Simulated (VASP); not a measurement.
# Li2BeSiBr4 (P1) in VASP: single point with r2SCAN

Aim: the single point of Li2BeSiBr4 with r2SCAN.

Everything below comes from runs of VASP 6.6.1. Logs are shortened: lines on timing, memory, paths and dates and some standing lists are left out, and cuts for length are marked.

## Step 1: The structure

The typed cell holds 16 atoms: a = 6.044 Å, b = 6.413 Å, c = 7.933 Å, α = 92.40°, β = 84.90°, γ = 90.30°.

The cell was built by a generator and needn't be a form met in nature.

## Step 2: Single point, r2SCAN

Contents of POSCAR:

```
Li2BeSiBr4
1.0
    6.0369737000     -0.0128819800      0.2865388600
   -0.0136252700      6.4119112600     -0.1342056900
    0.3297621500     -0.1660978100      7.9241253500
Li Be Si Br
4 2 2 8
Direct
    0.0033900000      0.1603740000      0.5509670000
    0.5054880000      0.8175220000      0.0497820000
    0.4932140000      0.3155280000      0.7403740000
    0.0106780000      0.6771210000      0.2367320000
    0.5188090000      0.3220170000      0.2458620000
    0.0164930000      0.6682570000      0.7458850000
    0.0095060000      0.1569420000      0.9935460000
    0.4945680000      0.8395330000      0.4978500000
    0.3459000000      0.1673220000      0.0495960000
    0.8612720000      0.8467250000      0.5454110000
    0.4269930000      0.1413420000      0.4573570000
    0.9294060000      0.8356940000      0.9504040000
    0.4093000000      0.6527610000      0.2378790000
    0.9176480000      0.3548630000      0.7282170000
    0.8641850000      0.3621540000      0.2104060000
    0.3365680000      0.6447880000      0.7009120000
```

Contents of INCAR.step1:

```
PREC     = Accurate       # precision mode
ENCUT    = 520            # plane-wave cutoff, eV
ISMEAR   = -1             # smearing method
SIGMA    = 0.1            # smearing width, eV
LREAL    = Auto         
LASPH    = T              # aspherical terms in the spheres
NELM     = 100            # most SCF steps
NBANDS   = 54             # bands
GGA      = PE             # functional
ALGO     = Normal         # electronic algorithm
EDIFF    = 1E-4           # SCF threshold, eV
LWAVE    = T              # write WAVECAR
LCHARG   = F              # write CHGCAR
```

Contents of INCAR.step2:

```
PREC     = Accurate       # precision mode
ENCUT    = 520            # plane-wave cutoff, eV
EDIFF    = 1E-7           # SCF threshold, eV
ISMEAR   = -1             # smearing method
SIGMA    = 0.1            # smearing width, eV
LREAL    = Auto         
LASPH    = T              # aspherical terms in the spheres
NELM     = 100            # most SCF steps
ALGO     = Normal         # electronic algorithm
ISIF     = 2              # what is computed and relaxed
LWAVE    = F              # write WAVECAR
LCHARG   = F              # write CHGCAR
METAGGA  = R2SCAN         # meta-GGA
LMIXTAU  = T            
NBANDS   = 54             # bands
ISTART   = 1
```

Contents of KPOINTS:

```
Automatic mesh
0
Gamma
  3 3 3
```

Potentials or basis: VASP PAW PBE potentials, release 64 (Li_sv, Be, Si, Br).

Command:

```bash
> cat potpaw_PBE.64/Li_sv/POTCAR potpaw_PBE.64/Be/POTCAR potpaw_PBE.64/Si/POTCAR potpaw_PBE.64/Br/POTCAR > POTCAR
> cp INCAR.step1 INCAR
> mpirun -np 1 vasp_std > vasp.out
> cp INCAR.step2 INCAR
> mpirun -np 1 vasp_std > vasp.out
```

OUTCAR:

```text
PREC = Accurate
   ENCUT = 520
   EDIFF = 1E-7
   ISMEAR = -1
   LREAL = Auto
   LASPH = T
   NELM = 100
   ISIF = 2
   METAGGA = R2SCAN
   ISTART = 1

 ion  position               nearest neighbor table
   1  0.003  0.160  0.551-  14 1.88  10 2.18  11 2.60
   2  0.505  0.818  0.050-  13 1.91   9 2.45  12 2.62
   3  0.493  0.316  0.740-  16 2.36  11 2.53  14 2.57
   4  0.011  0.677  0.237-  15 2.21  13 2.42  12 2.61
   5  0.519  0.322  0.246-  15 2.10  11 2.11   9 2.16  13 2.23
   6  0.016  0.668  0.746-  16 1.94  12 1.94  14 2.10  10 2.27
   7  0.010  0.157  0.994-   9 2.12  12 2.13  15 2.24  14 2.61
   8  0.495  0.840  0.498-  11 2.02  16 2.22  10 2.28  13 2.43
   9  0.346  0.167  0.050-   7 2.12   5 2.16   2 2.45
  10  0.861  0.847  0.545-   1 2.18   6 2.27   8 2.28
  11  0.427  0.141  0.457-   8 2.02   5 2.11   3 2.53   1 2.60
  12  0.929  0.836  0.950-   6 1.94   7 2.13   4 2.61   2 2.62
  13  0.409  0.653  0.238-   2 1.91   5 2.23   4 2.42   8 2.43
  14  0.918  0.355  0.728-   1 1.88   6 2.10   3 2.57   7 2.61
  15  0.864  0.362  0.210-   5 2.10   4 2.21   7 2.24
  16  0.337  0.645  0.701-   6 1.94   8 2.22   3 2.36

  LATTYP: Found a triclinic cell.
 ALAT       =     7.9327229953
 B/A-ratio  =     0.7618800941
 C/A-ratio  =     0.8084651502
 COS(alpha) =     0.0052452158
 COS(beta)  =     0.0419253672
 COS(gamma) =     0.0889267682

  Lattice vectors:

 A1 = (  -0.3297621500,   0.1660978100,  -7.9241253500)
 A2 = (  -6.0369737000,   0.0128819800,  -0.2865388600)
 A3 = (  -0.0136252700,   6.4119112600,  -0.1342056900)

Analysis of symmetry for initial positions (statically):
=====================================================================
 Subroutine PRICEL returns:
 Original cell was already a primitive cell.

 Routine SETGRP: Setting up the symmetry group for a
 triclinic supercell.

 Subroutine GETGRP returns: Found  1 space group operations
 (whereof  1 operations were pure point group operations)
 out of a pool of  2 trial point group operations.

The static configuration has the point symmetry C_1 .

Analysis of symmetry for dynamics (positions and initial velocities):
=====================================================================
 Subroutine PRICEL returns:
 Original cell was already a primitive cell.

 Routine SETGRP: Setting up the symmetry group for a
 triclinic supercell.

 Subroutine GETGRP returns: Found  1 space group operations
 (whereof  1 operations were pure point group operations)
 out of a pool of  2 trial point group operations.

The dynamic configuration has the point symmetry C_1 .

 Subroutine INISYM returns: Found  1 space group operations
 (whereof  1 operations are pure point group operations),
 and found     1 'primitive' translations

----------------------------------------------------------------------------------------

                                     Primitive cell

  volume of cell :     305.9907

  direct lattice vectors                    reciprocal lattice vectors
     6.036973700 -0.012881980  0.286538860     0.165973981  0.000208217 -0.006902636
    -0.013625270  6.411911260 -0.134205690     0.000178061  0.156028415  0.003263106
     0.329762150 -0.166097810  7.924125350    -0.005998656  0.002635021  0.126501760

  length of vectors
     6.043783742  6.413330088  7.932722995     0.166117585  0.156062635  0.126671316

  position of ions in fractional coordinates (direct lattice)
     0.003390000  0.160374000  0.550967000
     0.505488000  0.817522000  0.049782000
     0.493214000  0.315528000  0.740374000
     0.010678000  0.677121000  0.236732000
     0.518809000  0.322017000  0.245862000
     0.016493000  0.668257000  0.745885000
[... 8 lines left out ...]
     0.864185000  0.362154000  0.210406000
     0.336568000  0.644788000  0.700912000

  ion indices of the primitive-cell ions
   primitive index   ion index
                 1           1
                 2           2
                 3           3
                 4           4
                 5           5
                 6           6
[... 8 lines left out ...]
                15          15
                16          16

----------------------------------------------------------------------------------------

 KPOINTS: Automatic mesh

Automatic generation of k-mesh.
 Grid dimensions read from file:
 generate k-points for:    3    3    3

 Generating k-lattice:

  Cartesian coordinates                     Fractional coordinates (reciprocal lattice)
     0.055324660  0.000069406 -0.002300879     0.333333333 -0.000000000  0.000000000
     0.000059354  0.052009472  0.001087702    -0.000000000  0.333333333  0.000000000
    -0.001999552  0.000878340  0.042167253    -0.000000000  0.000000000  0.333333333

  Length of vectors
     0.055372528  0.052020878  0.042223772

  Shift w.r.t. Gamma in fractional coordinates (k-lattice)
     0.000000000  0.000000000  0.000000000

 Subroutine IBZKPT returns following result:
 ===========================================

 Found     14 irreducible k-points:

 Following reciprocal coordinates:
            Coordinates               Weight
  0.000000  0.000000  0.000000      1.000000
  0.333333 -0.000000  0.000000      2.000000
  0.000000  0.333333  0.000000      2.000000
  0.333333  0.333333  0.000000      2.000000
 -0.333333  0.333333  0.000000      2.000000
  0.000000 -0.000000  0.333333      2.000000
  0.333333 -0.000000  0.333333      2.000000
 -0.333333 -0.000000  0.333333      2.000000
  0.000000  0.333333  0.333333      2.000000
  0.333333  0.333333  0.333333      2.000000
 -0.333333  0.333333  0.333333      2.000000
  0.000000 -0.333333  0.333333      2.000000
  0.333333 -0.333333  0.333333      2.000000
 -0.333333 -0.333333  0.333333      2.000000
   k-points           NKPTS =     14   k-points in BZ     NKDIM =     14   number of bands    NBANDS=     54
   number of dos      NEDOS =    301   number of ions     NIONS =     16
   total plane-waves  NPLWV = 138240
   dimension x,y,z NGX =    48 NGY =   48 NGZ =   60
   dimension x,y,z NGXF=    96 NGYF=   96 NGZF=  120
   ions per type =               4   2   2   8
   NGX,Y,Z   is equivalent  to a cutoff of  13.20, 12.44, 12.57 a.u.
   NGXF,Y,Z  is equivalent  to a cutoff of  26.41, 24.89, 25.15 a.u.
 SYSTEM =  unknown system
   PREC   = accura    normal or accurate (medium, high low for compatibility)
   ISTART =      1    job   : 0-new  1-cont  2-samecut
   ICHARG =      0    charge: 1-file 2-atom 10-const
   ISPIN  =      1    spin polarized calculation?
   LNONCOLLINEAR =      F non collinear calculations
   LSORBIT =      F    spin-orbit coupling
   LASPH  =      T    aspherical Exc in radial PAW
   ENCUT  =  520.0 eV  38.22 Ry    6.18 a.u.  11.24 11.92 14.75*2*pi/ulx,y,z
   NELM   =    100;   NELMIN=  2; NELMDL=  0     # of ELM steps
   EDIFF  = 0.1E-06   stopping-criterion for ELM
   LREAL  =      T    real-space projection
   EDIFFG = 0.1E-05   stopping-criterion for IOM
   NSW    =      0    number of steps for IOM
   IBRION =     -1    ionic relax: 0-MD 1-quasi-New 2-CG
   NFREE  =      0    steps in history (QN), initial steepest desc. (CG)
   ISIF   =      2    stress and relaxation
   ISYM   =      2    0-nonsym 1-usesym 2-fastsym
   POTIM  = 0.5000    time-step for ionic-motion
   TEBEG  =    0.0;   TEEND  =   0.0 temperature during run
   PSTRESS=    0.0 pullay stress
   NELECT =      80.0000    total number of electrons
   NUPDOWN=      -1.0000    fix difference up-down
   EMIN   =  10.00;   EMAX   =-10.00  energy-range for DOS
   EFERMI =   0.00;   METHOD = LEGACY
   ISMEAR =    -1;   SIGMA  =   0.10  broadening in eV -4-tet -1-fermi 0-gaus
   EFERMI_NEDOS =   21; number of points for ismear=-14 and -15
   IALGO  =     38    algorithm
   IMIX   =      4    mixing-type and parameters
     AMIX     =   0.40;   BMIX     =  1.00
     AMIX_MAG =   1.60;   BMIX_MAG =  1.00
  volume/ion in A,a.u.               =      19.12       129.06
  Fermi-wavevector in a.u.,A,eV,Ry     =   1.046812  1.978188 14.909477  1.095816
  Thomas-Fermi vector in A             =   2.181666
   LORBIT       =      0    0 simple, 1 ext, 2 COOP (PROOUT), +10 PAW based schemes
   METAGGA = R2SCAN    functional components
   LHFCALC =     F    Hartree Fock is set to
   AEXX    =    0.0000 exact exchange contribution
   IVDW    =     0    specifies the selected vdW correction
   LEPSILON=     F    determine dielectric tensor
   LRPA    =     F    only Hartree local field effects (RPA)
 non-spin polarized calculation
  energy-cutoff  :      520.00
  volume of cell :      305.99
 maximum number of plane-waves:      8273
 NGX is ok and might be reduce to    48
   NGX = 23   NGY = 23   NGZ = 29

 number of electron      79.9999988 magnetization

 Free energy of the ion-electron system (eV)
  ---------------------------------------------------
  ext. energy  EPLUGINS =         0.00000000
  ---------------------------------------------------
  free energy    TOTEN  =      -135.81114516 eV

  energy without entropy =     -135.60347252  energy(sigma->0) =     -135.70730884

 E-fermi :   6.6047     XC(G=0):  -9.4519

 val. band max:        6.5811372758   @ k =   0.0000  -0.0000   0.3333
 cond. band min:       6.6355869839   @ k =  -0.3333   0.3333   0.0000
 fundamental gap:      0.0544497082
 Fermi energy:         6.6046719136

 k-point     1 :       0.0000    0.0000    0.0000
  band No.  band energies     occupation
      1     -44.2638      2.00000
      2     -44.1482      2.00000
      3     -44.0175      2.00000
      4     -43.9353      2.00000
      5     -14.6532      2.00000
      6     -14.1850      2.00000
[... 44 lines left out ...]
     51       9.5548      0.00000
     52       9.7244      0.00000

 k-point     2 :       0.3333   -0.0000    0.0000
  band No.  band energies     occupation
      1     -44.2638      2.00000
      2     -44.1482      2.00000
      3     -44.0175      2.00000
      4     -43.9353      2.00000
      5     -14.5362      2.00000
      6     -14.2427      2.00000
[... 652 lines left out ...]
 k-point    14 :      -0.3333   -0.3333    0.3333
  band No.  band energies     occupation
      1     -44.2638      2.00000
      2     -44.1482      2.00000
      3     -44.0175      2.00000
      4     -43.9353      2.00000
      5     -14.4379      2.00000
      6     -14.2388      2.00000
[... 44 lines left out ...]
     51       9.3717      0.00000
     52       9.6234      0.00000
 [bands above 52 left out]

------------------------ aborting loop because EDIFF is reached ----------------------------------------

  FORCE on cell =-STRESS in cart. coord.  units (eV):
  Direction    XX          YY          ZZ          XY          YZ          ZX
  --------------------------------------------------------------------------------------
  -------------------------------------------------------------------------------------
  Total       38.0714103     62.8776467     48.2889925      1.5564371      1.7423755      0.7186438
  in kB      199.3431405    329.2294001    252.8427331      8.1495552      9.1231344      3.7628421
  external PRESSURE =     260.4717579 kB  Pullay stress =       0.0000000 kB

 VOLUME and BASIS-vectors are now :
 -----------------------------------------------------------------------------
  energy-cutoff  :      520.00
  volume of cell :      305.99
      direct lattice vectors                 reciprocal lattice vectors
     6.036973700 -0.012881980  0.286538860     0.165973981  0.000208217 -0.006902636
    -0.013625270  6.411911260 -0.134205690     0.000178061  0.156028415  0.003263106
     0.329762150 -0.166097810  7.924125350    -0.005998656  0.002635021  0.126501760

 POSITION                                       TOTAL-FORCE (eV/Angst)
 -----------------------------------------------------------------------------------
      0.19997      0.93675      4.34538         1.846543     -2.176644     -3.696742
      3.05690      5.22710      0.42960         1.428301      2.278560     -3.557753
      3.21737      1.89381      5.96580         0.089807     -0.568943      0.261578
      0.13330      4.30218      1.78808         0.139818      1.120110      0.159400
      3.20872      2.01722      2.05368         0.175393      0.765572     -0.281706
      0.33643      4.16070      5.82553        -1.075553     -0.813918     -1.695263
[... 8 lines left out ...]
      5.28151      2.27602      1.86630        -0.916934      2.348852      3.750802
      2.25420      4.01357      5.56402         1.316077     -3.032984      3.416690
 -----------------------------------------------------------------------------------
    total drift:                                0.067757      0.004553     -0.041778

  FREE ENERGIE OF THE ION-ELECTRON SYSTEM (eV)
  ---------------------------------------------------
  free  energy   TOTEN  =      -135.8111451626 eV

  energy  without entropy=     -135.6034725243  energy(sigma->0) =     -135.70730884
```

Run time: 9.6 min. Hardware: 1 thread of Intel Xeon 6975P-C (Granite Rapids), shared host; peak memory 0.48 GiB.

Results:

* Free energy: -135.8111 eV
* Largest force: 7.410 eV/Å
* Band gap on the k mesh: 0.05 eV, indirect (least direct gap 0.10 eV)

Forces in eV/Å, atoms in the order of the input:
```
Li   1.847 -2.177 -3.697
Li   1.428  2.279 -3.558
Li   0.090 -0.569  0.262
Li   0.140  1.120  0.159
Be   0.175  0.766 -0.282
Be  -1.076 -0.814 -1.695
Si  -1.989  0.850 -1.696
Si   0.670 -3.013  0.176
Br   4.927  0.021  0.503
Br   2.956 -0.897  0.417
Br  -1.623  7.153 -1.051
Br  -1.945 -4.410  1.412
Br  -2.700 -3.324  0.529
Br  -3.300  3.699  1.353
Br  -0.917  2.349  3.751
Br   1.316 -3.033  3.417
```

Caveat: the cutoff is under 1.25 times the usual one of these potentials, so pressure, stress and relaxed cells hold a basis-set (Pulay) error; the PAW data sets were made with another functional, which shifts forces and pressure a little; an odd mesh through Γ misses points on the zone boundary, where band edges often lie. r2SCAN opens gaps a little over a GGA but as a rule still falls short of measured ones.
